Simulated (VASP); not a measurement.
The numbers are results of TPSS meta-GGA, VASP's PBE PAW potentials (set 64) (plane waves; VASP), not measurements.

VASP ran on this input.

File POSCAR:
```
KMgF3
1
    4.0154567989     0.0000000000    -0.0000000000
    0.0000000000     4.0154567989     0.0000000000
    0.0000000000     0.0000000000     4.0154567989
K Mg F
1 1 3
Direct
  0.0000000000   0.0000000000   0.0000000000
  0.5000000000   0.5000000000   0.5000000000
  0.5000000000   0.0000000000   0.5000000000
  0.0000000000   0.5000000000   0.5000000000
  0.5000000000   0.5000000000   0.0000000000
```

INCAR:
```
ISMEAR = -5   ! tetrahedra, Bloechl
NELM = 100
LCHARG = .False.
EDIFF = 1E-7   ! SCF stop (eV)
ISIF = 2   ! forces and stress, cell fixed
PREC = Accurate
LASPH = .True.   ! aspherical one-centre terms
LREAL = .False.   ! projection in real space or not
LEFG = .True.
LORBIT = 11
LMIXTAU = .True.
ALGO = Normal   ! blocked Davidson
SYSTEM = KMgF3
LWAVE = .False.
METAGGA = TPSS
NEDOS = 601
ENCUT = 520   ! plane-wave cut-off (eV)
```

### KPOINTS
```
Automatic mesh
0
G
  6 6 6
```

### KPOINTS_OPT
```
k-points along high-symmetry lines
10
Line-mode
Reciprocal
  0.000000   0.000000   0.000000 ! GAMMA
  0.000000   0.500000   0.000000 ! X

  0.000000   0.500000   0.000000 ! X
  0.500000   0.500000   0.000000 ! M

  0.500000   0.500000   0.000000 ! M
  0.000000   0.000000   0.000000 ! GAMMA

  0.000000   0.000000   0.000000 ! GAMMA
  0.500000   0.500000   0.500000 ! R

  0.500000   0.500000   0.500000 ! R
  0.000000   0.500000   0.000000 ! X

  0.500000   0.500000   0.500000 ! R
  0.500000   0.500000   0.000000 ! M
```

POTCAR, in this order: K_sv Mg F (PBE.64 set). Program: vasp_std.

Output

**OSZICAR**
```
       N       E                     dE             d eps       ncg     rms          rms(c)
DAV:   1     0.331186989719E+03    0.33119E+03   -0.18356E+04   800   0.182E+03
DAV:   2     0.148628158892E+01   -0.32970E+03   -0.31567E+03  1312   0.496E+02
DAV:   3    -0.199976207940E+02   -0.21484E+02   -0.21297E+02   948   0.125E+02
DAV:   4    -0.208789505301E+02   -0.88133E+00   -0.87890E+00  1432   0.298E+01
DAV:   5    -0.208926815608E+02   -0.13731E-01   -0.13726E-01   924   0.254E+00    0.953E+01
DAV:   6    -0.422183533572E+02   -0.21326E+02   -0.24559E+02   800   0.225E+02    0.359E+01
DAV:   7    -0.427520347920E+02   -0.53368E+00   -0.29716E+00   908   0.167E+01    0.239E+01
DAV:   8    -0.429231254560E+02   -0.17109E+00   -0.24067E+00   864   0.113E+01    0.129E+01
DAV:   9    -0.424718134936E+02    0.45131E+00   -0.15186E+00   972   0.115E+01    0.109E+01
DAV:  10    -0.427826230639E+02   -0.31081E+00   -0.91507E-01   876   0.964E+00    0.119E+00
DAV:  11    -0.426360090087E+02    0.14661E+00   -0.14298E-01   896   0.457E+00    0.621E-01
DAV:  12    -0.426412323182E+02   -0.52233E-02   -0.13831E-02  1036   0.149E+00    0.767E-01
DAV:  13    -0.426456164750E+02   -0.43842E-02   -0.18866E-02   984   0.128E+00    0.159E-01
DAV:  14    -0.426495273100E+02   -0.39108E-02   -0.15733E-03  1064   0.470E-01    0.675E-02
DAV:  15    -0.426491496897E+02    0.37762E-03   -0.22100E-04   972   0.130E-01    0.292E-02
DAV:  16    -0.426496533802E+02   -0.50369E-03   -0.98364E-05  1232   0.100E-01    0.110E-02
DAV:  17    -0.426496651540E+02   -0.11774E-04   -0.57863E-06  1160   0.262E-02    0.121E-02
DAV:  18    -0.426496738538E+02   -0.86998E-05   -0.11011E-05  1000   0.286E-02    0.344E-03
DAV:  19    -0.426496765498E+02   -0.26959E-05   -0.28450E-06   932   0.205E-02    0.313E-03
DAV:  20    -0.426496764291E+02    0.12064E-06   -0.41712E-07  1048   0.574E-03    0.387E-03
DAV:  21    -0.426496764541E+02   -0.24949E-07   -0.16650E-07   680   0.400E-03
   1 F= -.42649676E+02 E0= -.42649676E+02  d E =0.000000E+00
       N       E                     dE             ncg
       N       E                     dE             ncg
       N       E                     dE             ncg
```

**OUTCAR**
```
------------------------ aborting loop because EDIFF is reached ----------------------------------------
  FORCE on cell =-STRESS in cart. coord.  units (eV):
  Direction    XX          YY          ZZ          XY          YZ          ZX
  --------------------------------------------------------------------------------------
  Total        0.1193212      0.1193212      0.1193212     -0.0000000     -0.0000000      0.0000000
  in kB        2.9527269      2.9527269      2.9527269     -0.0000000     -0.0000000      0.0000000
  external PRESSURE =       2.9527269 kB  Pullay stress =       0.0000000 kB
  volume of cell :       64.74
      direct lattice vectors                 reciprocal lattice vectors
     4.015456799  0.000000000  0.000000000     0.249037669  0.000000000  0.000000000
     0.000000000  4.015456799  0.000000000     0.000000000  0.249037669  0.000000000
     0.000000000  0.000000000  4.015456799     0.000000000  0.000000000  0.249037669
 POSITION                                       TOTAL-FORCE (eV/Angst)
 -----------------------------------------------------------------------------------
      0.00000      0.00000      0.00000         0.000000      0.000000      0.000000
      2.00773      2.00773      2.00773         0.000000      0.000000      0.000000
      2.00773      0.00000      2.00773         0.000000      0.000000      0.000000
      0.00000      2.00773      2.00773         0.000000      0.000000      0.000000
      2.00773      2.00773      0.00000         0.000000      0.000000      0.000000
 -----------------------------------------------------------------------------------
    total drift:                                0.000000     -0.000000      0.000000
  FREE ENERGIE OF THE ION-ELECTRON SYSTEM (eV)
  ---------------------------------------------------
  free  energy   TOTEN  =       -42.6496764541 eV

  energy  without entropy=      -42.6496764541  energy(sigma->0) =      -42.64967645

 total charge

# of ion       s       p       d       tot
------------------------------------------
    1        1.954   5.554   0.025   7.534
    2        0.120   0.151   0.073   0.344
    3        1.697   4.399   0.000   6.096
    4        1.697   4.399   0.000   6.096
    5        1.697   4.399   0.000   6.096
--------------------------------------------------
tot          7.166  18.903   0.098  26.167

 Electric field gradients after diagonalization (V/A^2)
 (convention: |V_zz| > |V_xx| > |V_yy|)
----------------------------------------------------------------------
 ion       V_xx      V_yy      V_zz     asymmetry (V_yy - V_xx)/ V_zz
----------------------------------------------------------------------
   1       0.000     0.000    -0.000       0.032
   2       0.000     0.000     0.000      -0.405
   3     -24.133   -24.133    48.266       0.000
   4     -24.133   -24.133    48.266       0.000
   5     -24.133   -24.133    48.266       0.000
```
(Selected blocks of OUTCAR.)

The compound is KMgF3 in the cubic perovskite structure. It was relaxed first.
